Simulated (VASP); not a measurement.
Here is the system:

```
CELL_PARAMETERS angstrom
      5.13572     0.00000     0.00000
      2.56786     4.44767     0.00000
      0.00000     0.00000    20.37334
ATOMIC_POSITIONS crystal
  Cu 0.99989 0.99952 0.34679
  Cu 0.50060 0.99952 0.34679
  Cu 0.99970 0.50061 0.34701
  Cu 0.50082 0.49836 0.34689
  Cu 0.16737 0.16526 0.44951
  Cu 0.66653 0.16694 0.44883
  Cu 0.16426 0.66658 0.44900
  Cu 0.66916 0.66658 0.44900
  Cu 0.83137 0.33515 0.55200
  Cu 0.33349 0.33515 0.55200
  Cu 0.83575 0.82849 0.55240
  Cu 0.33345 0.83310 0.55004
  Cu 0.98158 0.99916 0.65167
  Cu 0.51926 0.99916 0.65167
  Cu 0.01402 0.47196 0.65827
  Cu 0.48563 0.52874 0.65664
  S  0.24713 0.00574 0.73361
```

Method: PBE GGA, VASP's PBE PAW potentials (set 64) (plane waves; VASP). Run with PREC = Normal, EDIFF = 1E-5, 400 eV cut-off, 6×6×1 Γ-centred mesh, first-order Methfessel-Paxton smearing of 0.10 eV, potentials Cu S.

**Question.** The ions are relaxed. Which structure does the run end with?

**Answer.** 
```
CELL_PARAMETERS angstrom
      5.13572     0.00000     0.00000
      2.56786     4.44767     0.00000
      0.00000     0.00000    20.37334
ATOMIC_POSITIONS crystal
  Cu 0.00138 0.99558 0.34708
  Cu 0.50304 0.99558 0.34708
  Cu 0.00103 0.49794 0.34760
  Cu 0.50165 0.49669 0.34834
  Cu 0.16982 0.16036 0.44935
  Cu 0.67058 0.15883 0.44909
  Cu 0.16792 0.66147 0.44942
  Cu 0.67061 0.66147 0.44942
  Cu 0.83953 0.32126 0.55079
  Cu 0.33920 0.32126 0.55079
  Cu 0.83946 0.82107 0.55352
  Cu 0.33826 0.82349 0.55074
  Cu 0.00309 0.97921 0.65491
  Cu 0.51770 0.97921 0.65491
  Cu 0.00380 0.49239 0.65481
  Cu 0.50760 0.48481 0.65070
  S  0.17532 0.14937 0.73359
```

**Question.** How much energy does the relaxation gain?

**Answer.** The energy (σ→0) changes by -10.0 meV/atom, in 35 ionic steps.

The cell is a thin slab with vacuum, built from Cu (fcc): (111) face, S adsorbed.
